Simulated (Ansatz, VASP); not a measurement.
# TaN in two plane-wave programs

Aim: how closely do two programs agree when they are given the same cell, functional and k mesh? The cell is taken from a series of runs on this material, whose earlier steps may have relaxed, scaled, displaced or heated it; both programs get it as it stands.

Program: Ansatz 0.2.0. Level of theory: plane waves, with VASP 6.6.1 beside it; zone-centre phonons at LDA. Results are calculated unless marked as measured.

### 1. Starting point

It takes space group P-6m2 (No. 187, hexagonal). The conventional cell has a = 2.927 Å, b = 2.927 Å, c = 2.868 Å, α = 90.00°, β = 90.00°, γ = 120.00°. Nearest to N lie 6 Ta at 2.22 Å. Ta has 6 N at 2.22 Å nearest. Farther neighbours and most contacts between anions are not listed.

### 2. VASP: zone-centre phonons, LDA

Second derivatives magnify differences that forces hide, and they need a tight electronic threshold.

Lines of VASP's logs that name or quote its potential files are left out, and so is its time.

Input file INCAR:

```
SYSTEM = TaN
PREC = Accurate
ENCUT = 600
EDIFF = 1E-08
NELM = 120
ISMEAR = 1
SIGMA = 0.2
LREAL = .FALSE.
ALGO = Normal
GGA = CA
NBANDS = 14
LASPH = .TRUE.
LORBIT = 11
LWAVE = .FALSE.
LCHARG = .FALSE.
ISIF = 2
IBRION = 8
GGA_COMPAT = .FALSE.
KPAR = 2
```

Input file POSCAR:

```
TaN
1.0
    2.9270700070      0.0000000000      0.0000000000
   -1.4635350035      2.5349169847      0.0000000000
    0.0000000000      0.0000000000      2.8680066474
N Ta
1 1
Direct
    0.6666666667      0.3333333333      0.0000000000
    0.0000000000      0.0000000000      0.5000000000
```

Input file KPOINTS:

```
Automatic mesh
0
Gamma
18 18 16
0 0 0
```

Potentials, in the order of the species: N and Ta_pv (LDA family, release 64).

Started as:

```console
$ mpirun -np 2 vasp_std
```

Numbers of over 12 decimals in the logs are rounded to 6 here.

The log of the run:

```text
[banner, memory and clock lines left out]
running    2 mpi-ranks, on    1 nodes
 distrk:  each k-point on    1 cores,    2 groups
 distr:  one band on    1 cores,    1 groups

 POSCAR found type information on POSCAR N Ta
 POSCAR found :  2 types and       2 ions
 LDA part: xc-table for (Slater(with rela. corr.)+CA(PZ))
 , standard interpolation
 POSCAR, INCAR and KPOINTS ok, starting setup
 FFT: planning ... GRIDC
 FFT: planning ... GRID_SOFT
 FFT: planning ... GRID
 WAVECAR not read
 entering main loop
       N       E                     dE             d eps       ncg     rms          rms(c)
DAV:   1     0.100911153501E+03    0.10091E+03   -0.98077E+03  9324   0.134E+03
DAV:   2    -0.239043805089E+02   -0.12482E+03   -0.11839E+03 11484   0.334E+02
DAV:   3    -0.272476005700E+02   -0.33432E+01   -0.33251E+01 10572   0.512E+01
DAV:   4    -0.272629189714E+02   -0.15318E-01   -0.15316E-01 11292   0.384E+00
DAV:   5    -0.272630286290E+02   -0.10966E-03   -0.10966E-03 10842   0.303E-01    0.240E+01
DAV:   6    -0.248792889943E+02    0.23837E+01   -0.46509E+00 10098   0.251E+01    0.101E+01
DAV:   7    -0.247543096336E+02    0.12498E+00   -0.35661E-01 12570   0.585E+00    0.700E+00
DAV:   8    -0.247184170973E+02    0.35893E-01   -0.15213E-01 12336   0.347E+00    0.130E+00
DAV:   9    -0.247138200058E+02    0.45971E-02   -0.10757E-02 10050   0.886E-01    0.172E-01
DAV:  10    -0.247136049390E+02    0.21507E-03   -0.67944E-04 12210   0.302E-01    0.984E-02
DAV:  11    -0.247135843451E+02    0.20594E-04   -0.36403E-05 10338   0.603E-02    0.162E-02
DAV:  12    -0.247135843650E+02   -0.19809E-07   -0.21201E-06 12180   0.138E-02    0.241E-03
DAV:  13    -0.247135843531E+02    0.11843E-07   -0.10059E-07 10572   0.272E-03    0.156E-03
DAV:  14    -0.247135843452E+02    0.79528E-08   -0.20994E-08 11406   0.132E-03
   1 F= -.24713584E+02 E0= -.24713827E+02  d E =0.728666E-03
 Linear response reoptimize wavefunctions to high precision
DAV:   1    -0.247135843450E+02    0.12483E-09   -0.32379E-10  7698   0.190E-04
DAV:   2    -0.247135843450E+02   -0.10004E-10   -0.14111E-11  6894   0.446E-05
 Linear response DOF=           4
 Linear response progress:
  Degree of freedom:   1/  4
       N       E                     dE             d eps       ncg     rms          rms(c)
RMM:   1    -0.230148795422E+00   -0.23015E+00    0.10831E-01 93026   0.285E+00
RMM:   2    -0.223894955863E+00    0.62538E-02   -0.36372E-03 70122   0.474E-01    0.179E-01
RMM:   3    -0.224738942774E+00   -0.84399E-03   -0.62142E-04 67476   0.166E-01    0.971E-02
RMM:   4    -0.225956260367E+00   -0.12173E-02   -0.33977E-04 68052   0.116E-01    0.258E-02
RMM:   5    -0.226019869773E+00   -0.63609E-04   -0.11836E-05 76070   0.248E-02    0.229E-03
RMM:   6    -0.226021190004E+00   -0.13202E-05   -0.17143E-06 75820   0.517E-03    0.674E-04
RMM:   7    -0.226014758413E+00    0.64316E-05   -0.38227E-07 78997   0.157E-03    0.268E-04
RMM:   8    -0.226016530688E+00   -0.17723E-05   -0.18019E-07 78024   0.468E-04    0.940E-05
RMM:   9    -0.226015779559E+00    0.75113E-06   -0.50061E-08 76620   0.169E-04    0.213E-05
RMM:  10    -0.226015716261E+00    0.63297E-07   -0.29743E-08 84486   0.564E-05    0.100E-05
RMM:  11    -0.226015776554E+00   -0.60293E-07   -0.91804E-09 79271   0.217E-05    0.264E-06
RMM:  12    -0.226015790405E+00   -0.13851E-07   -0.35170E-09 73803   0.108E-05    0.195E-06
RMM:  13    -0.226015779107E+00    0.11298E-07   -0.52545E-09 63815   0.828E-06    0.160E-06
RMM:  14    -0.226015779221E+00   -0.11411E-09   -0.66516E-09 40385   0.695E-06    0.103E-06
 first order change of Fermi-energy   0.30192E-04
 force on displaced ion       1 direction 1 : -13.418   0.001   0.000
 Linear response progress:
  Degree of freedom:   2/  4
       N       E                     dE             d eps       ncg     rms          rms(c)
RMM:   1    -0.233754637063E+00   -0.23375E+00    0.15200E-01 31729   0.294E+00
RMM:   2    -0.228595297062E+00    0.51593E-02   -0.41934E-03 25159   0.492E-01    0.155E-01
RMM:   3    -0.229378492651E+00   -0.78320E-03   -0.10127E-03 24002   0.190E-01    0.792E-02
RMM:   4    -0.230627443889E+00   -0.12490E-02   -0.46214E-04 24510   0.127E-01    0.220E-02
RMM:   5    -0.230748622048E+00   -0.12118E-03   -0.16449E-05 26084   0.327E-02    0.377E-03
RMM:   6    -0.230751749394E+00   -0.31273E-05   -0.84251E-07 26318   0.788E-03    0.970E-04
RMM:   7    -0.230743880839E+00    0.78686E-05   -0.35305E-08 25951   0.227E-03    0.315E-04
RMM:   8    -0.230745672301E+00   -0.17915E-05    0.91911E-09 27994   0.688E-04    0.118E-04
RMM:   9    -0.230746355777E+00   -0.68348E-06    0.89029E-09 27172   0.215E-04    0.248E-05
RMM:  10    -0.230746136372E+00    0.21940E-06   -0.56187E-10 27832   0.670E-05    0.662E-06
RMM:  11    -0.230746173709E+00   -0.37336E-07    0.64968E-10 27481   0.240E-05    0.148E-06
RMM:  12    -0.230746183172E+00   -0.94631E-08   -0.78486E-10 27055   0.116E-05    0.610E-07
 first order change of Fermi-energy  -0.16196E-03
 force on displaced ion       1 direction 3 :  -0.000  -0.000 -14.323
 Linear response progress:
  Degree of freedom:   3/  4
       N       E                     dE             d eps       ncg     rms          rms(c)
RMM:   1    -0.131890155379E+00   -0.13189E+00    0.11551E+01 42096   0.246E+01
RMM:   2    -0.160671766581E+00   -0.28782E-01   -0.26782E-02 63807   0.149E+00    0.180E-01
RMM:   3    -0.159417537651E+00    0.12542E-02   -0.28222E-03 73692   0.345E-01    0.997E-02
RMM:   4    -0.158613276849E+00    0.80426E-03   -0.40233E-04 82222   0.119E-01    0.387E-02
RMM:   5    -0.158310331329E+00    0.30295E-03   -0.68616E-05 82534   0.327E-02    0.666E-03
RMM:   6    -0.158315226712E+00   -0.48954E-05   -0.62813E-06 77398   0.127E-02    0.138E-03
RMM:   7    -0.158315373608E+00   -0.14690E-06   -0.28801E-06 85004   0.399E-03    0.400E-04
RMM:   8    -0.158318351472E+00   -0.29779E-05   -0.44919E-06 91722   0.152E-03    0.160E-04
RMM:   9    -0.158319196013E+00   -0.84454E-06   -0.97248E-07 79888   0.634E-04    0.460E-05
RMM:  10    -0.158319637077E+00   -0.44106E-06   -0.12275E-06 84353   0.314E-04    0.235E-05
RMM:  11    -0.158319708239E+00   -0.71162E-07   -0.25645E-07 90490   0.141E-04    0.627E-06
RMM:  12    -0.158319693333E+00    0.14906E-07   -0.44730E-07 81887   0.795E-05    0.360E-06
RMM:  13    -0.158319683351E+00    0.99815E-08   -0.67025E-08 85321   0.437E-05    0.412E-06
 first order change of Fermi-energy  -0.65115E-04
 force on displaced ion       2 direction 1 : -13.420   0.001   0.000
 Linear response progress:
  Degree of freedom:   4/  4
       N       E                     dE             d eps       ncg     rms          rms(c)
RMM:   1    -0.150269026485E+00   -0.15027E+00    0.10051E+01 14955   0.239E+01
RMM:   2    -0.178807651301E+00   -0.28539E-01   -0.28544E-02 21975   0.149E+00    0.137E-01
RMM:   3    -0.178237189673E+00    0.57046E-03   -0.22462E-03 25926   0.303E-01    0.730E-02
RMM:   4    -0.177798790305E+00    0.43840E-03   -0.19001E-04 27427   0.938E-02    0.234E-02
RMM:   5    -0.177677226519E+00    0.12156E-03   -0.29005E-05 28386   0.275E-02    0.644E-03
RMM:   6    -0.177658851189E+00    0.18375E-04   -0.66842E-06 26711   0.105E-02    0.763E-04
RMM:   7    -0.177660784743E+00   -0.19336E-05   -0.37367E-06 29287   0.326E-03    0.363E-04
RMM:   8    -0.177663757970E+00   -0.29732E-05   -0.19275E-06 29452   0.128E-03    0.945E-05
RMM:   9    -0.177664609386E+00   -0.85142E-06   -0.10977E-06 28682   0.521E-04    0.355E-05
RMM:  10    -0.177665002613E+00   -0.39323E-06   -0.59261E-07 28015   0.292E-04    0.134E-05
RMM:  11    -0.177665112018E+00   -0.10940E-06   -0.33872E-07 31665   0.139E-04    0.284E-06
RMM:  12    -0.177665116598E+00   -0.45799E-08   -0.17447E-07 29947   0.759E-05    0.262E-06
RMM:  13    -0.177665027979E+00    0.88619E-07   -0.11027E-07 26876   0.533E-05    0.991E-06
RMM:  14    -0.177665123869E+00   -0.95890E-07   -0.56289E-08 26099   0.373E-05    0.421E-06
RMM:  15    -0.177665194512E+00   -0.70643E-07   -0.34701E-08 27359   0.263E-05    0.532E-07
RMM:  16    -0.177665205692E+00   -0.11180E-07   -0.17552E-08 28912   0.138E-05    0.720E-07
RMM:  17    -0.177665210131E+00   -0.44395E-08   -0.11483E-08 20019   0.880E-06    0.737E-07
 first order change of Fermi-energy  -0.77688E-03
 force on displaced ion       2 direction 3 :   0.000   0.000 -14.316
 Linear response finished
```

From OUTCAR (step 2):

```text
ion  position               nearest neighbor table
   1  0.667  0.333  0.000-   2 2.22   2 2.22   2 2.22   2 2.22   2 2.22   2 2.22
   2  0.000  0.000  0.500-   1 2.22   1 2.22   1 2.22   1 2.22   1 2.22   1 2.22

  LATTYP: Found a hexagonal cell.
 ALAT       =     2.9270700070
 C/A-ratio  =     0.9798216785

 Subroutine GETGRP returns: Found 12 space group operations
 (whereof 12 operations were pure point group operations)

The static configuration has the point symmetry D_3h.

 Found    333 irreducible k-points:

   k-points           NKPTS =    333   k-points in BZ     NKDIM =    333   number of bands    NBANDS=     14

   dimension x,y,z NGX =    24 NGY =   24 NGZ =   24
   dimension x,y,z NGXF=    48 NGYF=   48 NGZF=   48

   ENCUT  =  600.0 eV  44.10 Ry    6.64 a.u.   5.85  5.85  5.73*2*pi/ulx,y,z

   NELECT =      16.0000    total number of electrons

 k-points in reciprocal lattice and weights: Automatic mesh
   0.00000000  0.00000000  0.00000000       0.000
   0.05555556  0.00000000  0.00000000       0.001
   0.11111111  0.00000000  0.00000000       0.001
   0.16666667  0.00000000  0.00000000       0.001
   0.22222222 -0.00000000  0.00000000       0.001
   0.27777778  0.00000000  0.00000000       0.001
   0.33333333  0.00000000  0.00000000       0.001
   0.38888889  0.00000000  0.00000000       0.001
   0.44444444 -0.00000000  0.00000000       0.001
[...]
0.33333333  0.27777778  0.50000000       0.002
   0.33333333  0.33333333  0.50000000       0.000

 average (electrostatic) potential at core
       1 -61.2577       2 -35.2980

  Total       -0.7252267     -0.7252267     -0.6943092      0.0000000      0.0000000      0.0000000
  in kB      -54.6018537    -54.6018537    -52.2740899      0.0000000      0.0000000      0.0000000
  external PRESSURE =     -53.8259324 kB  Pullay stress =       0.0000000 kB

  energy-cutoff  :      600.00
  volume of cell :       21.28
      direct lattice vectors                 reciprocal lattice vectors
     2.927070007  0.000000000  0.000000000     0.341638566  0.197245118  0.000000000
    -1.463535004  2.534916985  0.000000000     0.000000000  0.394490236  0.000000000
     0.000000000  0.000000000  2.868006647     0.000000000  0.000000000  0.348674227

 POSITION                                       TOTAL-FORCE (eV/Angst)
 -----------------------------------------------------------------------------------
      1.46354      0.84497      0.00000        -0.000000     -0.000000      0.000000
      0.00000      0.00000      1.43400         0.000000      0.000000      0.000000
 -----------------------------------------------------------------------------------
    total drift:                               -0.000000      0.000000      0.000000

 Eigenvectors and eigenvalues of the dynamical matrix
 ----------------------------------------------------

   1 f  =   16.412108 THz   103.120318 2PiTHz  547.449006 cm-1    67.874996 meV
             X         Y         Z           dx          dy          dz
      1.463535  0.844972  0.000000     0.000000    0.000000    0.963440
      0.000000  0.000000  1.434003    -0.000000    0.000000   -0.267926

   2 f  =   15.885757 THz    99.813152 2PiTHz  529.891802 cm-1    65.698181 meV
             X         Y         Z           dx          dy          dz
      1.463535  0.844972  0.000000     0.963417    0.000000   -0.000000
      0.000000  0.000000  1.434003    -0.268006   -0.000000    0.000000

   3 f  =   15.885757 THz    99.813152 2PiTHz  529.891802 cm-1    65.698181 meV
             X         Y         Z           dx          dy          dz
      1.463535  0.844972  0.000000     0.000000    0.963417    0.000000
      0.000000  0.000000  1.434003     0.000000   -0.268006    0.000000

   4 f/i=    0.000266 THz     0.001670 2PiTHz    0.008865 cm-1     0.001099 meV
             X         Y         Z           dx          dy          dz
      1.463535  0.844972  0.000000    -0.268006   -0.000000    0.000000
      0.000000  0.000000  1.434003    -0.963417    0.000000    0.000000

   5 f/i=    0.000266 THz     0.001670 2PiTHz    0.008865 cm-1     0.001099 meV
             X         Y         Z           dx          dy          dz
      1.463535  0.844972  0.000000    -0.000000    0.268006    0.000000
      0.000000  0.000000  1.434003    -0.000000    0.963417    0.000000

   6 f/i=    0.001099 THz     0.006905 2PiTHz    0.036659 cm-1     0.004545 meV
             X         Y         Z           dx          dy          dz
      1.463535  0.844972  0.000000    -0.000000    0.000000   -0.267926
      0.000000  0.000000  1.434003     0.000000    0.000000   -0.963440

 ELASTIC MODULI CONTR FROM IONIC RELAXATION (kBar)
 Direction    XX          YY          ZZ          XY          YZ          ZX
 --------------------------------------------------------------------------------
 XX          -8.6908      8.6908      0.0000      0.0000      0.0000      0.0000
 YY           8.6908     -8.6908      0.0000     -0.0000      0.0000      0.0000
 ZZ           0.0000      0.0000      0.0000      0.0000      0.0000      0.0000
 XY           0.0000     -0.0000      0.0000     -8.6908      0.0000      0.0000
 YZ           0.0000      0.0000      0.0000      0.0000      0.0000      0.0000
 ZX           0.0000      0.0000      0.0000      0.0000      0.0000      0.0000
 --------------------------------------------------------------------------------
```

(Continued in part 2 of 2.)

[Lines on the potential files, build, host, timing and source positions are cut from VASP's logs without a mark.]

[Logs are printed without paths, hosts, clocks, repeated set-up lines and the standing remarks that a program may print on its own settings, such as how far it seeks lower states.]

[Hosts, paths, dates, database ids (printed as entryN), source tags and the programs' standing remarks are cut or masked in the printed files.]
